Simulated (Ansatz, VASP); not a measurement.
# Ge (Germanium) in two plane-wave programs, part 2 of 2

One calculation is typed for both programs; each brings its own data sets. How far apart do they land? The cell is taken from a series of runs on this material, whose earlier steps may have relaxed, scaled, displaced or heated it; both programs get it as it stands.

VASP 6.6.1 and Ansatz 0.2.0.

So far: Starting point; VASP: zone-centre phonons, LDA.

## 2. VASP: zone-centre phonons, LDA (continued)

Level of this step: LDA; plane waves and PAW (Ge_d) (VASP).

Numbers of over 12 decimals in the logs are rounded to 6 here.

OUTCAR, selected parts (step 2):

```text
ion  position               nearest neighbor table
   1  0.500  0.500  0.500-   2 2.38   2 2.38   2 2.38   2 2.38
   2  0.750  0.750  0.750-   1 2.38   1 2.38   1 2.38   1 2.38

  LATTYP: Found a trigonal (rhomboedric) cell.
 ALAT       =     3.8937556444
 COS(alpha) =     0.4999539025

 Subroutine GETGRP returns: Found 12 space group operations
 (whereof  6 operations were pure point group operations)

The static configuration has the point symmetry C_3v.
 The point group associated with its full space group is D_3d.

   k-points           NKPTS =   1728   k-points in BZ     NKDIM =   1728   number of bands    NBANDS=     20

   dimension x,y,z NGX =    28 NGY =   28 NGZ =   28
   dimension x,y,z NGXF=    56 NGYF=   56 NGZF=   56

   ENCUT  =  500.0 eV  36.75 Ry    6.06 a.u.   7.10  7.10  7.10*2*pi/ulx,y,z

   NELECT =      28.0000    total number of electrons

 k-points in reciprocal lattice and weights: Points of the shifted mesh
   0.04166667  0.04166667  0.04166667       0.001
   0.04166667  0.04166667  0.12500000       0.001
   0.04166667  0.04166667  0.20833333       0.001
   0.04166667  0.04166667  0.29166667       0.001
   0.04166667  0.04166667  0.37500000       0.001
   0.04166667  0.04166667  0.45833333       0.001
   0.04166667  0.04166667  0.54166667       0.001
   0.04166667  0.04166667  0.62500000       0.001
   0.04166667  0.04166667  0.70833333       0.001
[...]
0.95833333  0.95833333  0.87500000       0.001
   0.95833333  0.95833333  0.95833333       0.001

 average (electrostatic) potential at core
       1 -74.6789       2 -74.6789

  Total        1.3872406      1.3872406      1.3872406     -0.0005977     -0.0005977     -0.0005977
  in kB       53.2403940     53.2403940     53.2403940     -0.0229400     -0.0229400     -0.0229400
  external PRESSURE =      53.2403940 kB  Pullay stress =       0.0000000 kB

  energy-cutoff  :      500.00
  volume of cell :       41.75
      direct lattice vectors                 reciprocal lattice vectors
    -0.000126919  2.753301019  2.753301019    -0.181587638  0.181596009  0.181596009
     2.753301019 -0.000126919  2.753301019     0.181596009 -0.181587638  0.181596009
     2.753301019  2.753301019 -0.000126919     0.181596009  0.181596009 -0.181587638

 POSITION                                       TOTAL-FORCE (eV/Angst)
 -----------------------------------------------------------------------------------
      2.75314      2.75314      2.75314         0.000120      0.000120      0.000120
      4.12995      4.12995      4.12995        -0.000120     -0.000120     -0.000120
 -----------------------------------------------------------------------------------
    total drift:                                0.000000      0.000000      0.000000

 Eigenvectors and eigenvalues of the dynamical matrix
 ----------------------------------------------------

   1 f  =    9.483100 THz    59.584075 2PiTHz  316.322171 cm-1    39.218933 meV
             X         Y         Z           dx          dy          dz
      2.753143  2.753143  2.753143    -0.498364   -0.003257    0.501620
      4.129951  4.129951  4.129951     0.498364    0.003257   -0.501620

   2 f  =    9.483100 THz    59.584075 2PiTHz  316.322171 cm-1    39.218933 meV
             X         Y         Z           dx          dy          dz
      2.753143  2.753143  2.753143     0.291491   -0.577341    0.285850
      4.129951  4.129951  4.129951    -0.291491    0.577341   -0.285850

   3 f  =    9.481152 THz    59.571832 2PiTHz  316.257172 cm-1    39.210874 meV
             X         Y         Z           dx          dy          dz
      2.753143  2.753143  2.753143     0.408248    0.408248    0.408248
      4.129951  4.129951  4.129951    -0.408248   -0.408248   -0.408248

   4 f  =    0.000000 THz     0.000001 2PiTHz    0.000004 cm-1     0.000001 meV
             X         Y         Z           dx          dy          dz
      2.753143  2.753143  2.753143     0.707008   -0.011233   -0.003709
      4.129951  4.129951  4.129951     0.707008   -0.011233   -0.003709

   5 f  =    0.000000 THz     0.000001 2PiTHz    0.000004 cm-1     0.000000 meV
             X         Y         Z           dx          dy          dz
      2.753143  2.753143  2.753143     0.004087    0.023914    0.706690
      4.129951  4.129951  4.129951     0.004087    0.023914    0.706690

   6 f/i=    0.000000 THz     0.000000 2PiTHz    0.000000 cm-1     0.000000 meV
             X         Y         Z           dx          dy          dz
      2.753143  2.753143  2.753143     0.011101    0.706613   -0.023975
      4.129951  4.129951  4.129951     0.011101    0.706613   -0.023975

 ELASTIC MODULI CONTR FROM IONIC RELAXATION (kBar)
 Direction    XX          YY          ZZ          XY          YZ          ZX
 --------------------------------------------------------------------------------
 XX          -0.0036     -0.0011     -0.0011      0.2321      1.1356      0.1052
 YY          -0.0011     -0.0036     -0.0011      0.1052      0.2321      1.1356
 ZZ          -0.0011     -0.0011     -0.0036      1.1356      0.1052      0.2321
 XY           0.2321      0.1052      1.1356   -381.4470      1.1473      1.1473
 YZ           1.1356      0.2321      0.1052      1.1473   -381.4470      1.1473
 ZX           0.1052      1.1356      0.2321      1.1473      1.1473   -381.4470
 --------------------------------------------------------------------------------
```

## 3. Ansatz: zone-centre phonons, LDA

Ansatz runs on its PAW soft_1 files.

The same cell, functional (in two slightly different forms), mesh and smearing now go to Ansatz, which takes its cutoff from its data sets.

File input.yaml:

```yaml
crystal:
  lattice:
    - [-0.0001269187, 2.753301019, 2.753301019]
    - [2.753301019, -0.0001269187, 2.753301019]
    - [2.753301019, 2.753301019, -0.0001269187]
  atoms:
    - { symbol: Ge, position: [0.4999828045, 0.4999828045, 0.4999828045] }
    - { symbol: Ge, position: [0.7500171955, 0.7500171955, 0.7500171955] }
kpoints:
  mp_grid: { grid: [12, 12, 12], shift: [0.5, 0.5, 0.5] }
hamiltonian:
  xc: lda
  pseudopotentials: { kind: paw, azcp: { folder: soft_1 }, xc_functional: pbe }
scf:
  occupations: { method: gaussian, width: 0.015 }
output:
  eigenvalues: true
phonons:
  method: dfpt
```

The run is started by

```bash
$ ansatz run input.yaml --threads 4 --pin off --max-ram 10240MiB --backend cpu --events-out ev --progress --plain --runs-dir out
```

Output:

```text
Engine: ansatz 0.2.0, x86_64-unknown-linux-gnu
Pseudopotentials: kind: paw
Pseudopotential: Ge, paw, valence charge 14, recommended cutoff 420 eV (normal), soft_1/Ge.paw.azcp
Functional definition: SPW92
  exchange = slater_x
  correlation = pw_c
Crystal: 2 atoms, lattice volume = 41.747 Å³
Basis set: ecut = 420 eV, 869 PW (Γ), exchange–correlation on 64×64×64 points (8 copies of the dense FFT grid, shifted against one another)
Bands: 18, of which v1, the nominal top of the filled ones, is band 14 counted from 1 (13 counted from 0)
Symmetry: 12 space group operations
k-points: 468 of 1728 (irreducible under 2 space group operations, time reversal used)
Non-local potential: Ge, projectors of the file, l = 0: 2, l = 1: 2, l = 2: 3, l = 3: 1
PAW form: soft (Blöchl's): semilocal exchange-correlation on the pseudo side does not see the compensation charge
PAW frozen core: Ge, regenerated for the run's functional, and the local potential with it (the file was generated under x = pbe(κ = 0.804, μ = 0.219515), c = pbe(β = 0.066725))
PAW one-centre angular grid: Ge, 590 points (default); XC on 64 Gauss nodes
Initial density: superposition of atomic densities (chi_scale 0.1, normalization cell)
Initial wavefunctions: pseudopotential atomic-orbital guess
Functional: x = slater, c = lda
SCF iter   1: F=—  HF=-8431.569471 eV  |F-HF|=—  |Δ(HF+E_count)|=         —  Δρ=3.85e-2  dr2=5.63e-1  ethr=3.10e-3  ⟨swp⟩=6.0  Hψ=40348  notcnv=0
preconditioner: auto → none  [insulator: Δε(μ)=0.517 eV  Ē_g=23.778 eV  σ=0.015 eV  W_gap=1.00  n_scr=14 (ndim 8)  ℏωp=30.4 eV  f_vac=0.000  D(μ)=0.00/eV (n_scr^D=0)  ε∞_Penn≈2.6]
SCF iter   2: F=—  HF=-8431.430748 eV  |F-HF|=—  |Δ(HF+E_count)|=   1.39e-1  Δρ=1.74e-2  dr2=8.98e-2  ethr=2.01e-3  ⟨swp⟩=2.0  Hψ=14040  notcnv=0
SCF iter   3: F=—  HF=-8431.414808 eV  |F-HF|=—  |Δ(HF+E_count)|=   1.59e-2  Δρ=2.83e-3  dr2=8.82e-4  ethr=3.21e-4  ⟨swp⟩=2.0  Hψ=12191  notcnv=0
SCF iter   4: F=—  HF=-8431.414731 eV  |F-HF|=—  |Δ(HF+E_count)|=   7.72e-5  Δρ=5.03e-4  dr2=8.93e-5  ethr=3.15e-6  ⟨swp⟩=2.0  Hψ=16848  notcnv=0
SCF iter   5: F=—  HF=-8431.414533 eV  |F-HF|=—  |Δ(HF+E_count)|=   1.98e-4  Δρ=6.28e-5  dr2=8.71e-7  ethr=3.19e-7  ⟨swp⟩=2.0  Hψ=16813  notcnv=0
SCF iter   6: F=—  HF=-8431.414529 eV  |F-HF|=—  |Δ(HF+E_count)|=   4.07e-6  Δρ=3.64e-5  dr2=2.76e-7  ethr=3.11e-9  ⟨swp⟩=2.0  Hψ=14976  notcnv=0
SCF iter   7: F=—  HF=-8431.414529 eV  |F-HF|=—  |Δ(HF+E_count)|=   2.29e-7  Δρ=4.00e-6  dr2=2.93e-9  ethr=9.86e-10  ⟨swp⟩=2.0  Hψ=14039  notcnv=0
SCF iter   8: F=—  HF=-8431.414529 eV  |F-HF|=—  |Δ(HF+E_count)|=   2.90e-9  Δρ=1.68e-7  dr2=7.36e-12  ethr=1.00e-12  ⟨swp⟩=4.1  Hψ=44975  notcnv=0
SCF iter   9: F=-8431.414529 eV  HF=-8431.414529 eV  |F-HF|=1.82e-12  |Δ(HF+E_count)|=  9.09e-12  Δρ=2.69e-8  dr2=2.28e-13  ethr=1.00e-12  ⟨swp⟩=5.0  Hψ=31270  notcnv=0
SCF 1 converged in 9 iterations: F = -8431.414529 eV  dr2 = 2.28e-13
  greatest PAW one-centre occupation: 0.998 electrons in one spin orbital (limit 2), on the Ge atom at site 1 (counted from 0), in its partial waves of l = 2
DFPT response loops at Γ: preconditioner auto → none (the input reference at scf.mixing.eps_inf says where Resta's filter doesn't serve); β = 0.50; Broyden in place of MSR1
SCF converged after 9 iterations
Free energy (F): -8431.414529 eV
Harris-Foulkes:  -8431.414529 eV  (|F-HF|=1.82e-12)
Internal energy: -8431.414529 eV  (E = F + TS)
E sigma→0 (E₀):  -8431.414529 eV
Fermi energy:    9.481040 eV
--- Per-component energies (eV) ---
  E_band       = -284.422745
  E_kinetic    = 189.026104
  E_local      = -4393.386103  (includes V_loc(G=0)·N_el)
  E_nonlocal   = 442.968513
  E_hartree    = 2100.861944
  E_xc         = -144.099812
  E_vxc        = -132.907665  (∫ρ·V_xc dr)
  E_paw        = -3869.738820  (= ΣΔE_a)
  E_vpaw       = -591.847551  (= ΣTr[D̂ρ^β])
  E_aug_tail   = 0.000048  (compensation charges beyond the density's cutoff)
  E_ewald      = -2760.863055
  E_core_change = 3.816653  (= ΣΔE_core)
  E_smearing   = -0.000000  (= −TS)
  E_closure    = 0.000000  (closes the sum)
  Σ components = -8431.414529   (vs F -8431.414529, Δ=0.00e0)
--- Band table (eV; the first three rows and the last of 468) ---
  k-point 0: bands = [... 10 lower, -4.0890, 8.7571, 9.2942, 9.2942, 10.3417, 11.9728, 11.9728, 12.0070]
  k-point 1: bands = [... 10 lower, -3.9672, 7.5096, 8.7602, 9.2139, 10.8449, 12.0997, 12.2175, 12.8465]
  k-point 2: bands = [... 10 lower, -3.6667, 5.8130, 8.2852, 8.8610, 10.6753, 12.5518, 12.8553, 14.1247]
  k-point 467: bands = [... 10 lower, -1.8091, 1.3224, 7.5626, 7.7616, 9.9133, 13.0305, 13.1989, 16.4840]
--- Phonons (Γ-DFPT): 1 representative perturbation + reference, on 468 of 1728 k-points (Σ response iterations 3) ---
  k mesh reduced under 2 symmetry operations, with k and −k counted as one. Each operation leaves every solved perturbation unchanged. A smaller set is not used because it would not reduce the number of displacements times k-points to solve
  ASR residual: 1.287e-5 → 0.000e0 eV/Å²; symmetrization residual: 3.329e-12 eV/Å²
  ASR residual per site (eV/Å²): 1.29e-5 1.29e-5
  Γ frequencies (cm⁻¹): 0.00 0.00 0.00 314.00 314.05 314.05
  non-analytic LO–TO correction: not included (Born effective charges unavailable; polar crystals: no LO–TO splitting at Γ)
```

The column dr2 measures how far the density is from self-consistency, as an energy; F and HF (Harris–Foulkes) agree once it is small.

## 4. Comparison

Known differences besides the potentials themselves: the two LDA forms differ slightly; the cutoff is 420 eV in Ansatz and 500 eV in VASP; VASP's log shows a relativistic correction to its local exchange, Ansatz's none. Total energies have different zeros and are not compared.

Both answers:

| quantity | Ansatz | VASP | difference |
| --- | --- | --- | --- |
| optical mode 1 to 3 (cm⁻¹) | 314.0 | 316.3 | -0.71 % |

Modes are paired by rising frequency, not by their patterns, so a pair may set unlike modes beside each other; they are those without the splitting of longitudinal modes.

## 5. Results

```
r.m.s. difference of the optical zone-centre modes, each program's sorted by frequency (zone-centre phonons, LDA) : 2.3 cm⁻¹
difference in optical mode 1 to 3 (zone-centre phonons, LDA)                                                      : -0.7 %
```

What this shows: The r.m.s. difference of the optical zone-centre modes, each program's sorted by frequency is 2.3 cm⁻¹ (zone-centre phonons, LDA). Among the rows given in per cent, the largest difference of the zone-centre phonons, LDA pair is in optical mode 1 to 3, -0.7 %. How closely two codes agree says nothing of how well the functional describes the real material.

[Lines on the potential files, build, host, timing and source positions are cut from VASP's logs without a mark.]

[Logs are printed without paths, hosts, clocks, repeated set-up lines and the standing remarks that a program may print on its own settings, such as how far it seeks lower states.]

[Hosts, paths, dates, database ids (printed as entryN), source tags and the programs' standing remarks are cut or masked in the printed files.]
